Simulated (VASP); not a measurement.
Level of theory: r2SCAN meta-GGA, VASP's PBE PAW potentials (set 64) (plane waves; VASP).

VASP ran on this input.

File POSCAR:
```
Pt3Ti
1
    3.8450503883     0.0000000000     0.0000000000
    0.0000000000     3.8450503883     0.0000000000
    0.0000000000     0.0000000000     3.8450503883
Ti Pt
1 3
Direct
  0.0000000000   0.0000000000   0.0000000000
  0.0000000000   0.5000000000   0.5000000000
  0.5000000000   0.0000000000   0.5000000000
  0.5000000000   0.5000000000   0.0000000000
```

INCAR:
```
SYSTEM  =  Pt3Ti
PREC  =  Accurate; ENCUT  =  520; LREAL  =  .FALSE.
LASPH  =  .TRUE.
EDIFF  =  1E-7; NELM  =  100; ALGO  =  Normal
LMAXMIX  =  6; LMIXTAU  =  .TRUE.
ISMEAR  =  1; SIGMA  =  0.1
METAGGA  =  R2SCAN
ISIF  =  2
LWAVE  =  .FALSE.; LCHARG  =  .FALSE.
```

File KPOINTS:
```
K-points
0
G
8 8 8
0 0 0
```

POTCAR, in this order: Ti_sv Pt (PBE.64 set). Program: vasp_std.

The run wrote:

File OSZICAR:
```
       N       E                     dE             d eps       ncg     rms          rms(c)
DAV:   1     0.257621233928E+03    0.25762E+03   -0.22074E+04  1750   0.190E+03
DAV:   2    -0.149651213204E+03   -0.40727E+03   -0.39971E+03  1891   0.478E+02
DAV:   3    -0.184495250523E+03   -0.34844E+02   -0.33922E+02  2641   0.120E+02
DAV:   4    -0.185528841335E+03   -0.10336E+01   -0.10297E+01  2113   0.212E+01
DAV:   5    -0.185562799106E+03   -0.33958E-01   -0.33936E-01  2646   0.367E+00    0.265E+01
DAV:   6    -0.171176694388E+03    0.14386E+02   -0.19509E+01  2377   0.447E+01    0.108E+01
DAV:   7    -0.171402621153E+03   -0.22593E+00   -0.13932E+01  2365   0.260E+01    0.973E+00
DAV:   8    -0.170671265369E+03    0.73136E+00   -0.31841E+00  2325   0.110E+01    0.376E+00
DAV:   9    -0.170915784718E+03   -0.24452E+00   -0.18499E+00  2403   0.975E+00    0.269E+00
DAV:  10    -0.170934633716E+03   -0.18849E-01   -0.12125E+00  2268   0.904E+00    0.661E-01
DAV:  11    -0.170943368967E+03   -0.87353E-02   -0.81585E-02  2595   0.177E+00    0.389E-01
DAV:  12    -0.170943120093E+03    0.24887E-03   -0.12164E-03  2074   0.264E-01    0.351E-01
DAV:  13    -0.170939807710E+03    0.33124E-02   -0.70578E-03  1983   0.488E-01    0.329E-01
DAV:  14    -0.170943114873E+03   -0.33072E-02   -0.87111E-03  2250   0.557E-01    0.816E-02
DAV:  15    -0.170942987936E+03    0.12694E-03   -0.35026E-04  2079   0.137E-01    0.826E-02
DAV:  16    -0.170943105832E+03   -0.11790E-03   -0.21486E-04  2246   0.935E-02    0.459E-02
DAV:  17    -0.170943173157E+03   -0.67325E-04   -0.24828E-04  1854   0.108E-01    0.330E-02
DAV:  18    -0.170943176035E+03   -0.28777E-05   -0.71839E-06  2459   0.209E-02    0.308E-02
DAV:  19    -0.170943164272E+03    0.11763E-04   -0.17797E-06  2045   0.101E-02    0.308E-02
DAV:  20    -0.170943167181E+03   -0.29089E-05   -0.48655E-05  2243   0.388E-02    0.233E-02
DAV:  21    -0.170943189490E+03   -0.22310E-04   -0.20590E-05  2074   0.339E-02    0.169E-02
DAV:  22    -0.170943188823E+03    0.66728E-06   -0.13352E-06  1938   0.109E-02    0.135E-02
DAV:  23    -0.170943188901E+03   -0.78114E-07   -0.10160E-06  2080   0.803E-03    0.789E-03
DAV:  24    -0.170943188977E+03   -0.76299E-07   -0.13434E-06  2296   0.848E-03    0.135E-03
DAV:  25    -0.170943189014E+03   -0.36641E-07   -0.76022E-08   959   0.295E-03
   1 F= -.17094319E+03 E0= -.17094304E+03  d E =-.445727E-03
```

File OUTCAR:
```
------------------------ aborting loop because EDIFF is reached ----------------------------------------
  FORCE on cell =-STRESS in cart. coord.  units (eV):
  Direction    XX          YY          ZZ          XY          YZ          ZX
  --------------------------------------------------------------------------------------
  Total        6.5585526      6.5585526      6.5585526     -0.0000000      0.0000000     -0.0000000
  in kB      184.8470308    184.8470308    184.8470308     -0.0000000      0.0000000     -0.0000000
  external PRESSURE =     184.8470308 kB  Pullay stress =       0.0000000 kB
  volume of cell :       56.85
      direct lattice vectors                 reciprocal lattice vectors
     3.845050388  0.000000000  0.000000000     0.260074615  0.000000000  0.000000000
     0.000000000  3.845050388  0.000000000     0.000000000  0.260074615  0.000000000
     0.000000000  0.000000000  3.845050388     0.000000000  0.000000000  0.260074615
 POSITION                                       TOTAL-FORCE (eV/Angst)
 -----------------------------------------------------------------------------------
      0.00000      0.00000      0.00000         0.000000      0.000000      0.000000
      0.00000      1.92253      1.92253         0.000000      0.000000      0.000000
      1.92253      0.00000      1.92253         0.000000      0.000000      0.000000
      1.92253      1.92253      0.00000         0.000000      0.000000      0.000000
 -----------------------------------------------------------------------------------
    total drift:                                0.000000      0.000000     -0.000000
  FREE ENERGIE OF THE ION-ELECTRON SYSTEM (eV)
  ---------------------------------------------------
  free  energy   TOTEN  =      -170.9431890138 eV

  energy  without entropy=     -170.9427432869  energy(sigma->0) =     -170.94304044
```
(Selected blocks of OUTCAR.)

The compound is Pt3Ti in the L1_2 structure. This cell is one point of a volume scan, at 0.94 of the reference volume.
